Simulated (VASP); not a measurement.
# InAg3 with r2SCAN: from relaxation to properties

Aim: relax InAg3, then compute properties on the relaxed cell. The steps: relaxing cell and atoms (r2SCAN), second relaxation, single point with fields (r2SCAN), bands along the symmetry lines (r2SCAN), density of states (r2SCAN), volume scan with r2SCAN, fit for r2SCAN and electric field gradients (r2SCAN). The start is a cell from a database of measured crystal structures.

Main program and level: VASP 6.6.1; r2SCAN; plane waves and PAW (In_d, Ag).

This is a report of a sequence of runs, with most program output left out.

## 1. Starting point

Before any relaxation, the start is as follows. The structure is cubic, space group Pm-3m (No. 221). Conventional cell: a = 4.144 Å, b = 4.144 Å, c = 4.144 Å, α = 90.00°, β = 90.00°, γ = 90.00°. Nearest to In lie 12 Ag at 2.93 Å. Nearest to Ag lie 4 In at 2.93 Å and 8 Ag at 2.93 Å. Farther neighbours are not listed.

## 2. Relaxing cell and atoms (r2SCAN)

The start need not lie at this functional's minimum. ISIF = 3 frees volume, shape and positions, and EDIFFG sets the threshold on forces and stress at which the search stops. r2SCAN adds the kinetic-energy density, costs more than a GGA and is run with LASPH.

The input, INCAR:

```
SYSTEM = InAg3
PREC = Accurate
ENCUT = 400
EDIFF = 1E-06
NELM = 100
ISMEAR = 1
SIGMA = 0.2
LREAL = .FALSE.
ALGO = Normal
METAGGA = R2SCAN
LASPH = .TRUE.
NBANDS = 29
LORBIT = 11
LWAVE = .FALSE.
LCHARG = .FALSE.
KPAR = 4
IBRION = 2
NSW = 60
ISIF = 3
EDIFFG = -0.01
```

The input, POSCAR:

```
InAg3
1.0
    4.1440000000      0.0000000000      0.0000000000
    0.0000000000      4.1440000000      0.0000000000
    0.0000000000      0.0000000000      4.1440000000
In Ag
1 3
Direct
    0.0000000000      0.0000000000      0.0000000000
    0.0000000000      0.5000000000      0.5000000000
    0.5000000000      0.0000000000      0.5000000000
    0.5000000000      0.5000000000      0.0000000000
```

The input, KPOINTS:

```
Automatic mesh
0
Gamma
7 7 7
0 0 0
```

PAW data sets: In_d and Ag (PBE family, release 64).

The run is started by

```console
mpirun -np 4 vasp_std
```

It took 58 s on 4 MPI ranks of Intel Xeon 6975P-C (Granite Rapids), shared host; peak memory 0.68 GiB; 3.6 min of CPU time.

The k-mesh is coarse for a metal. The PAW data sets were made with PBE, which is usual practice but a small mismatch for other functionals. The run keeps the 48 symmetry operations of its start, so it cannot find a distortion of lower symmetry.

Step by step:

```csv
step,energy less that of the first step (eV),largest force (eV/Å),pressure (GPa),volume (Å³)
1,0.0000,0.0000,2.90,71.16
2,-0.0094,0.0000,-1.74,74.53
3,-0.0172,0.0000,0.00,73.13
```

```
conventional cell, symmetrised  before  after  change
                         a (Å)   4.144  4.182  +0.9 %
                         b (Å)   4.144  4.182  +0.9 %
                         c (Å)   4.144  4.182  +0.9 %
              volume (Å³/atom)   17.79  18.28  +2.8 %
```

The relaxed structure:

```xyz
4
Lattice="4.1818 0.0000 0.0000 0.0000 4.1818 0.0000 0.0000 0.0000 4.1818" Properties=species:S:1:pos:R:3 pbc="T T T"
In    0.0000    0.0000    0.0000
Ag    0.0000    2.0909    2.0909
Ag    2.0909    0.0000    2.0909
Ag    2.0909    2.0909    0.0000
```

Numbers from this step:

| Item | Value |
| --- | --- |
| electrons | 46 |
| bands | 29 |
| irreducible k-points | 20 |
| symmetry operations | 48 |
| free energy (TOTEN) | -86.8438 eV |
| Fermi energy | 8.929 eV |
| pressure | -4.46e-4 GPa |
| metallic | yes |
| SCF cycles over all ionic steps | 36 |

It ends with forces that vanish by symmetry and a pressure of 0.00 GPa. The volume lies +2.8 % from that of the database's start.

## 3. Second relaxation

The basis stayed that of the start cell while the cell moved. A rerun from the cell reached resets it; the error of the finite cutoff stays.

INCAR is that of step 2.

The input, POSCAR:

```
InAg3
1.0
    4.1818040889      0.0000000000      0.0000000000
    0.0000000000      4.1818040889      0.0000000000
    0.0000000000      0.0000000000      4.1818040889
In Ag
1 3
Direct
    0.0000000000      0.0000000000      0.0000000000
    0.0000000000      0.5000000000      0.5000000000
    0.5000000000      0.0000000000      0.5000000000
    0.5000000000      0.5000000000      0.0000000000
```

KPOINTS is that of step 2.

The run is started by

```console
mpirun -np 4 vasp_std
```

It took 27 s on 4 MPI ranks; peak memory 0.66 GiB; 98 s of CPU time.

Little changed from the start: no atom moved by 0.005 Å and no cell edge by 0.1 %.

Numbers from this step:

```
free energy (TOTEN)             : -86.8479 eV
pressure                        : 0.08395 GPa
SCF cycles over all ionic steps : 17
```

It ends with forces that vanish by symmetry and a pressure of 0.08 GPa. The volume moved by under 0.01 %: the run met its threshold at the first step.

## 4. Single point with fields (r2SCAN)

The relaxed cell gets a fresh self-consistent run, on a basis set for its own volume, to fix the density and to check the remaining stress.

Edit INCAR of step 3 so:

```diff
@@ -14,7 +14,5 @@
 LWAVE = .FALSE.
-LCHARG = .FALSE.
-KPAR = 4
-IBRION = 2
-NSW = 60
-ISIF = 3
-EDIFFG = -0.01
+LCHARG = .TRUE.
+ISIF = 2
+LELF = .TRUE.
+LVHAR = .TRUE.
```

POSCAR is that of step 3.

KPOINTS is that of step 3.

The run is started by

```console
mpirun -np 4 vasp_std
```

Run time: 22 s. Hardware: 4 MPI ranks; peak memory 0.46 GiB; 78 s of CPU time.

Numbers from this step:

```
SCF cycles : 13
bands      : 32
pressure   : 0.1157 GPa
```

Valence electrons inside each PAW sphere by angular momentum. Sphere charges, by row:

| atom | s (e) | p (e) | d (e) | tot (e) |
| --- | --- | --- | --- | --- |
| In1 | 0.859 | 0.723 | 9.869 | 11.45 |
| Ag2 | 0.429 | 0.32 | 9.16 | 9.909 |
| Ag3 | 0.429 | 0.32 | 9.16 | 9.909 |
| Ag4 | 0.429 | 0.32 | 9.16 | 9.909 |

Electrostatic potential energy in the ac plane at fractional y = 0.000, with atoms of In and Ag within 0.2 Å of it. With pseudopotentials it is smooth inside the atoms' cores, unlike the true potential.

Values in eV, 14 rows by 14 columns, each cell a mean:
```
-82 -80 -49 -19  -1   1   2   2   2   0  -5 -26 -64 -81
-70 -60 -32 -10  -1   1   2   2   2   1  -3 -15 -44 -64
-30 -24  -9  -3  -1   0  -1  -1  -1   0  -1  -3 -15 -26
 -6  -5  -2  -1  -1  -5 -13 -15 -10  -4  -1  -1  -3  -5
  0   0   0  -1  -9 -25 -42 -45 -37 -21  -4   0   1   0
  2   2   1  -1 -19 -42 -60 -63 -55 -37 -10  -1   2   2
  2   2   1  -3 -27 -51 -68 -70 -63 -45 -15  -1   2   2
  2   2   1  -2 -24 -47 -65 -68 -60 -42 -13  -1   2   2
  1   1   1  -1 -12 -30 -47 -51 -42 -25  -5   0   1   1
 -2  -1  -1  -1  -3 -12 -24 -27 -19  -9  -1  -1  -1  -1
-22 -17  -6  -2  -1  -1  -2  -3  -1  -1  -1  -3 -10 -19
-55 -46 -22  -6  -1   1   1   1   1   0  -2  -9 -32 -49
-82 -77 -46 -17  -1   1   2   2   2   0  -5 -24 -60 -80
-82 -82 -55 -22  -2   1   2   2   2   0  -6 -30 -70 -82
```
Columns run along a (4.2 Å; values clipped at the 3rd and 97th percentile), rows up along c (4.2 Å). Atoms in or near the plane, at fractional coordinates: In at (0.00, 0.00), Ag at (0.50, 0.50).

ELF in the ac plane at fractional y = 0.000, with atoms of In and Ag within 0.2 Å of it. It is the smooth field of the valence electrons, not physical close to the nuclei.

Ten even steps from '_' (0.00) to '@' (0.30), each cell a mean:
```
__..##@@##%%**++##%%%%@@==__
--++@@@@####**++**####@@%%==
@@@@@@####**********####@@@@
%%%%########%%%%%%########%%
%%%%##**%%%%++==**%%##**##%%
##******%%==____..**%%****##
**++++**%%::______==%%**++++
********%%--______++%%******
%%####**%%##--::==%%##**##%%
##########%%%%%%%%%%########
@@@@%%####**********####@@@@
++##@@%%####**++**####@@@@##
__..##@@####**++**%%%%@@++..
==__++@@##%%****##%%%%@@--__
```
Columns run along a (4.2 Å), rows up along c (4.2 Å). Atoms in or near the plane, at fractional coordinates: In at (0.00, 0.00), Ag at (0.50, 0.50).

Valence density in the ac plane at fractional y = 0.000, with atoms of In and Ag within 0.2 Å of it. It is the smooth field of the valence electrons, not physical close to the nuclei.

Values in e/Å³, 14 rows by 14 columns, each cell a mean:
```
 9  6  2  1  0  0  0  0  0  0  0  1  4  7
 4  3  1  0  0  0  0  0  0  0  0  0  2  4
 1  1  0  0  0  0  0  0  0  0  0  0  0  1
 0  0  0  0  0  0  1  1  1  0  0  0  0  0
 0  0  0  0  0  1  2  3  2  1  0  0  0  0
 0  0  0  0  1  2  4  5  4  2  1  0  0  0
 0  0  0  0  1  3  6  7  5  3  1  0  0  0
 0  0  0  0  1  3  5  6  4  2  1  0  0  0
 0  0  0  0  1  1  3  3  2  1  0  0  0  0
 0  0  0  0  0  1  1  1  1  0  0  0  0  0
 1  1  0  0  0  0  0  0  0  0  0  0  0  1
 3  2  1  0  0  0  0  0  0  0  0  0  1  2
 8  5  2  1  0  0  0  0  0  0  0  1  3  6
11  8  3  1  0  0  0  0  0  0  0  1  4  9
```
Columns run along a (4.2 Å), rows up along c (4.2 Å). Atoms in or near the plane, at fractional coordinates: In at (0.00, 0.00), Ag at (0.50, 0.50).

In this run the pressure is 0.12 GPa, small enough to go on.

## 5. Bands along the symmetry lines (r2SCAN)

The mesh alone shows little of the dispersion and can miss band extrema, so KPOINTS_OPT adds a path through the symmetry points after the self-consistent cycle.

The input, INCAR:

```
SYSTEM = InAg3
PREC = Accurate
ENCUT = 400
EDIFF = 1E-06
NELM = 100
ISMEAR = 1
SIGMA = 0.2
LREAL = .FALSE.
ALGO = Normal
METAGGA = R2SCAN
LASPH = .TRUE.
NBANDS = 37
LORBIT = 11
LWAVE = .FALSE.
LCHARG = .FALSE.
KPAR = 4
```

POSCAR is that of step 4.

KPOINTS is that of step 4.

The input, KPOINTS_OPT:

```
Line mode
16
Line-mode
Reciprocal
  0.00000000   0.00000000   0.00000000 GAMMA
  0.00000000   0.50000000   0.00000000 X

  0.00000000   0.50000000   0.00000000 X
  0.50000000   0.50000000   0.00000000 M

  0.50000000   0.50000000   0.00000000 M
  0.00000000   0.00000000   0.00000000 GAMMA

  0.00000000   0.00000000   0.00000000 GAMMA
  0.50000000   0.50000000   0.50000000 R

  0.50000000   0.50000000   0.50000000 R
  0.00000000   0.50000000   0.00000000 X

  0.50000000   0.50000000   0.00000000 M
  0.50000000   0.50000000   0.50000000 R
```

The run is started by

```console
mpirun -np 4 vasp_std
```

The job ended after 65 s (4 MPI ranks; peak memory 0.76 GiB).

Spin-orbit coupling is off here; with elements this heavy it splits and shifts levels by tenths of an eV or more.

This step gave:

| Property | Result |
| --- | --- |
| bands | 37 |
| pressure | -0.02272 GPa |

Electronic bands along the path, in eV, zero at the Fermi level; # counts the bands kept:

```
          point    #16    #17    #18    #19    #20   #21   #22   #23
              Γ  -3.55  -0.18  -0.18  -0.18   3.17  4.86  4.86  8.52
0.47 of the way  -3.55  -2.54   0.97   0.97   3.66  5.05  7.09  7.25
              X  -4.14  -3.55   3.31   3.31   3.64  4.50  4.50  5.86
0.53 of the way  -3.86  -3.76  -0.16   0.68   4.21  5.06  5.56  6.68
              M  -3.28  -2.50  -1.83  -1.83   5.64  5.88  7.18  7.18
0.47 of the way  -3.89  -2.12  -1.37   2.43   2.91  4.71  7.62  7.73
              Γ  -3.55  -0.18  -0.18  -0.18   3.17  4.86  4.86  8.52
0.53 of the way  -3.71  -1.34  -0.84  -0.84   3.30  4.08  4.08  8.61
              R  -2.32  -2.32  -2.32  -0.64  -0.49  1.99  1.99  1.99
0.53 of the way  -3.84  -3.65   0.33   1.07   1.09  2.54  6.21  7.32
              X  -4.14  -3.55   3.31   3.31   3.64  4.50  4.50  5.86
      jump to M  -3.28  -2.50  -1.83  -1.83   5.64  5.88  7.18  7.18
0.47 of the way  -3.10  -1.94  -1.94  -1.89   2.00  3.78  3.78  4.55
              R  -2.32  -2.32  -2.32  -0.64  -0.49  1.99  1.99  1.99
```

Of the projections kept (In, Ag), the largest for each band there; the rest of the weight can lie on other orbitals:

| point | #16 | #17 | #18 | #19 | #20 | #21 | #22 | #23 |
| --- | --- | --- | --- | --- | --- | --- | --- | --- |
| Γ | Ag 1.00 | Ag 0.54 | Ag 0.55 | Ag 0.55 | In 0.50 | Ag 0.90 | Ag 0.90 | Ag 0.52 |
| X | Ag 1.00 | Ag 1.00 | In 0.53 | In 0.53 | Ag 0.53 | Ag 0.89 | Ag 0.89 | Ag 0.77 |
| M | Ag 0.77 | Ag 0.93 | Ag 0.88 | Ag 0.88 | In 0.67 | In 0.52 | Ag 0.81 | Ag 0.81 |
| Γ | Ag 1.00 | Ag 0.54 | Ag 0.54 | Ag 0.54 | In 0.50 | Ag 0.90 | Ag 0.90 | Ag 0.52 |
| R | Ag 0.51 | Ag 0.51 | Ag 0.51 | Ag 1.00 | In 0.51 | Ag 0.95 | Ag 0.95 | Ag 0.94 |
| X | Ag 1.00 | Ag 1.00 | In 0.53 | In 0.53 | Ag 0.53 | Ag 0.89 | Ag 0.89 | Ag 0.77 |

There is no gap at this level.

## 6. Density of states (r2SCAN)

Here the states are counted by energy and projected on the atoms. The mesh is finer than in the run before.

Edit INCAR of step 5 so:

```diff
@@ -5,3 +5,3 @@
 NELM = 100
-ISMEAR = 1
+ISMEAR = -5
 SIGMA = 0.2
@@ -16 +16,2 @@
 KPAR = 4
+NEDOS = 2001
```

POSCAR is that of step 5.

The input, KPOINTS:

```
Automatic mesh
0
Gamma
10 10 10
0 0 0
```

The run is started by

```console
mpirun -np 4 vasp_std
```

Elapsed: 61 s, on 4 MPI ranks; peak memory 0.84 GiB.

With tetrahedra the forces and stress of a metal are not exact derivatives of the energy.

Numbers from this step:

| Item | Value |
| --- | --- |
| SCF cycles | 16 |
| irreducible k-points | 56 |
| free energy (TOTEN) | -86.8121 eV |
| Fermi energy | 8.961 eV |
| pressure | 0.1253 GPa |
| DOS at the Fermi level | 1.156 states/eV/cell |

The density of states has structure finer than the step of the table below, so its rows give means over 1 eV, whole bins alone (the curve runs from -12.0 to 7.93 eV). Peaks (eV: height): total -6.1: 17.1, -5.5: 11.8, -5.3: 12.8, -4.6: 19.6; Ag d -6.0: 13.6, -5.5: 10.2, -5.3: 11.0, -4.6: 18.1; Ag p -0.8: 0.261, 5.4: 0.307, 7.1: 0.345, 7.9: 0.353; Ag s -6.5: 0.714, -6.1: 0.643, 5.5: 0.33, 7.0: 0.344; In p -6.5: 0.223, -6.1: 0.360, -5.3: 0.178, 7.1: 0.265.

States under -12.0 eV and over 7.9 eV are left out. Density of states against energy, zero at the Fermi level; means over each step; values in states/eV/cell:

```csv
energy (eV),total,Ag d,Ag p,Ag s,In p,In s
-11,0,0,0,0,0,0
-10,0.00267,8.3e-5,5.4e-6,7.7e-4,3.6e-6,7.4e-4
-9,0.328,0.0152,0.00774,0.0815,0.00297,0.0925
-8,1.50,0.356,0.0677,0.150,0.00954,0.444
-7,0.967,0.562,0.0182,0.0886,0.0248,0.0598
-6,10.6,8.54,0.125,0.327,0.189,0.0162
-5,11.9,10.7,0.136,0.104,0.0997,0.00965
-4,6.86,6.20,0.0908,0.0853,0.0341,0.0605
-3,1.20,0.516,0.114,0.144,0.0540,0.0733
-2,0.901,0.263,0.120,0.0980,0.0906,0.0527
-1,1.20,0.313,0.182,0.133,0.145,0.0368
0,1.18,0.235,0.208,0.112,0.167,0.0493
1,1.07,0.199,0.176,0.0995,0.155,0.0753
2,1.04,0.181,0.158,0.140,0.139,0.0649
3,1.16,0.181,0.170,0.222,0.123,0.0524
4,1.37,0.172,0.210,0.281,0.0983,0.114
5,1.50,0.187,0.270,0.264,0.106,0.0739
6,1.57,0.204,0.274,0.229,0.182,0.0456
7,1.79,0.212,0.312,0.271,0.221,0.0306
```

The finer mesh and the other smearing move the Fermi level by +0.03 eV from the 7×7×7 run, a small shift, which tests the Fermi level alone. Of the states within 0.3 eV of the Fermi level, the largest shares in the PAW spheres are Ag d 20 %, Ag p 18 % and In p 14 %. The rest lies in smaller channels or between the spheres.

## 7. Volume scan with r2SCAN

An equation of state needs energies on both sides of the minimum, all on one mesh and cutoff.

The input, INCAR:

```
SYSTEM = InAg3
PREC = Accurate
ENCUT = 400
EDIFF = 1E-06
NELM = 100
ISMEAR = 1
SIGMA = 0.2
LREAL = .FALSE.
ALGO = Normal
METAGGA = R2SCAN
LASPH = .TRUE.
NBANDS = 29
LORBIT = 11
LWAVE = .FALSE.
LCHARG = .FALSE.
KPAR = 4
ISIF = 2
```

The input, POSCAR:

```
InAg3
1.0
    4.0964371949      0.0000000000      0.0000000000
    0.0000000000      4.0964371949      0.0000000000
    0.0000000000      0.0000000000      4.0964371949
In Ag
1 3
Direct
    0.0000000000      0.0000000000      0.0000000000
    0.0000000000      0.5000000000      0.5000000000
    0.5000000000      0.0000000000      0.5000000000
    0.5000000000      0.5000000000      0.0000000000
```

The input, KPOINTS:

```
Automatic mesh
0
Gamma
7 7 7
0 0 0
```

The run is started by

```console
mpirun -np 4 vasp_std
```

Run time: 23 s. Hardware: 4 MPI ranks; peak memory 0.64 GiB; 82 s of CPU time.

The scan keeps the cell's shape and the fractional positions fixed.

This step gave:

| Quantity | Value |
| --- | --- |
| SCF cycles | 17 |
| bands | 29 |
| irreducible k-points | 20 |
| free energy (TOTEN) | -86.7474 eV |
| energy at zero smearing | -86.7475 eV |
| Fermi energy | 9.843 eV |
| pressure | 7.147 GPa |

The pressure here is 7.15 GPa.

## 8. Volume scan with r2SCAN (run 2)

INCAR is that of step 7.

The input, POSCAR:

```
InAg3
1.0
    4.1252862946      0.0000000000      0.0000000000
    0.0000000000      4.1252862946      0.0000000000
    0.0000000000      0.0000000000      4.1252862946
In Ag
1 3
Direct
    0.0000000000      0.0000000000      0.0000000000
    0.0000000000      0.5000000000      0.5000000000
    0.5000000000      0.0000000000      0.5000000000
    0.5000000000      0.5000000000      0.0000000000
```

KPOINTS is that of step 7.

The run is started by

```console
mpirun -np 4 vasp_std
```

Wall time 18 s (4 MPI ranks); peak memory 0.67 GiB; 65 s of CPU time.

This step gave:

```yaml
free_energy_toten: -86.8029 eV
energy_at_zero_smearing: -86.8031 eV
fermi_energy: 9.526 eV
pressure: 4.472 GPa
```

The pressure falls from 7.15 to 4.47 GPa.

The run ends at a pressure of 4.47 GPa.

## 9. Volume scan with r2SCAN (run 3)

INCAR is that of step 8.

The input, POSCAR:

```
InAg3
1.0
    4.1537374440      0.0000000000      0.0000000000
    0.0000000000      4.1537374440      0.0000000000
    0.0000000000      0.0000000000      4.1537374440
In Ag
1 3
Direct
    0.0000000000      0.0000000000      0.0000000000
    0.0000000000      0.5000000000      0.5000000000
    0.5000000000      0.0000000000      0.5000000000
    0.5000000000      0.5000000000      0.0000000000
```

KPOINTS is that of step 8.

The run is started by

```console
mpirun -np 4 vasp_std
```

Elapsed: 16 s, on 4 MPI ranks; peak memory 0.65 GiB.

The pressure falls from 4.47 to 2.07 GPa.

The run ends at a pressure of 2.07 GPa.

## 10. Volume scan with r2SCAN (run 4)

INCAR is that of step 9.

The input, POSCAR:

```
InAg3
1.0
    4.1818040889      0.0000000000      0.0000000000
    0.0000000000      4.1818040889      0.0000000000
    0.0000000000      0.0000000000      4.1818040889
In Ag
1 3
Direct
    0.0000000000      0.0000000000      0.0000000000
    0.0000000000      0.5000000000      0.5000000000
    0.5000000000      0.0000000000      0.5000000000
    0.5000000000      0.5000000000      0.0000000000
```

KPOINTS is that of step 9.

The run is started by

```console
mpirun -np 4 vasp_std
```

The job ended after 18 s (4 MPI ranks; peak memory 0.65 GiB; 65 s of CPU time).

The pressure falls from 2.07 to 0.08 GPa.

The run ends at a pressure of 0.08 GPa.

## 11. Volume scan with r2SCAN (run 5)

INCAR is that of step 10.

The input, POSCAR:

```
InAg3
1.0
    4.2094989628      0.0000000000      0.0000000000
    0.0000000000      4.2094989628      0.0000000000
    0.0000000000      0.0000000000      4.2094989628
In Ag
1 3
Direct
    0.0000000000      0.0000000000      0.0000000000
    0.0000000000      0.5000000000      0.5000000000
    0.5000000000      0.0000000000      0.5000000000
    0.5000000000      0.5000000000      0.0000000000
```

KPOINTS is that of step 10.

The run is started by

```console
mpirun -np 4 vasp_std
```

The job ended after 18 s (4 MPI ranks; peak memory 0.67 GiB).

The pressure falls from 0.08 to -1.69 GPa, so it vanishes between these two volumes.

## 12. Volume scan with r2SCAN (run 6)

INCAR is that of step 11.

The input, POSCAR:

```
InAg3
1.0
    4.2368341376      0.0000000000      0.0000000000
    0.0000000000      4.2368341376      0.0000000000
    0.0000000000      0.0000000000      4.2368341376
In Ag
1 3
Direct
    0.0000000000      0.0000000000      0.0000000000
    0.0000000000      0.5000000000      0.5000000000
    0.5000000000      0.0000000000      0.5000000000
    0.5000000000      0.5000000000      0.0000000000
```

KPOINTS is that of step 11.

The run is started by

```console
mpirun -np 4 vasp_std
```

The job ended after 19 s (4 MPI ranks; peak memory 0.66 GiB).

The pressure falls from -1.69 to -3.26 GPa.

The run ends at a pressure of -3.26 GPa.

## 13. Volume scan with r2SCAN (run 7)

INCAR is that of step 12.

The input, POSCAR:

```
InAg3
1.0
    4.2638210699      0.0000000000      0.0000000000
    0.0000000000      4.2638210699      0.0000000000
    0.0000000000      0.0000000000      4.2638210699
In Ag
1 3
Direct
    0.0000000000      0.0000000000      0.0000000000
    0.0000000000      0.5000000000      0.5000000000
    0.5000000000      0.0000000000      0.5000000000
    0.5000000000      0.5000000000      0.0000000000
```

KPOINTS is that of step 12.

The run is started by

```console
mpirun -np 4 vasp_std
```

Elapsed: 19 s, on 4 MPI ranks; peak memory 0.67 GiB; 71 s of CPU time.

The pressure falls from -3.26 to -4.60 GPa.

The run ends at a pressure of -4.60 GPa.

## 14. Fit for r2SCAN

This step: Birch-Murnaghan fit, r2SCAN; plane waves and PAW (VASP 6.6.1).

This step runs nothing: it gathers the runs above.

Numbers from this step:

| Quantity | Value |
| --- | --- |
| pressure derivative of the bulk modulus | 6.298 |
| r.m.s. error of the fit | 1.02e-5 eV/atom |
| minimum inside the sampled range | yes |
| bulk modulus | 93.21 GPa |
| equilibrium volume of the fit | 18.35 Å³/atom |

Table of energy above the fitted minimum by volume:

```csv
volume (Å³/atom),energy above the fitted minimum (eV/atom)
17.185,0.0251
17.551,0.0112
17.917,0.00314
18.282,5.0e-5
18.648,0.00137
19.014,0.00644
19.379,0.0147
```

The fitted volume lies +0.36 % from the relaxed one. At a finite cutoff and mesh the minimum of the energy and the zero of the stress don't quite coincide, and the relaxation stops at a threshold.

[end of part 1 of 2]

[Lines on the potential files, build, host, timing and source positions are cut from VASP's logs without a mark.]

[Logs are printed without paths, hosts, clocks, repeated set-up lines and the standing remarks that a program may print on its own settings, such as how far it seeks lower states.]

[Hosts, paths, dates, database ids (printed as entryN), source tags and the programs' standing remarks are cut or masked in the printed files.]

[A measured line is paired with the nearest computed mode of its activity, which favours agreement.]
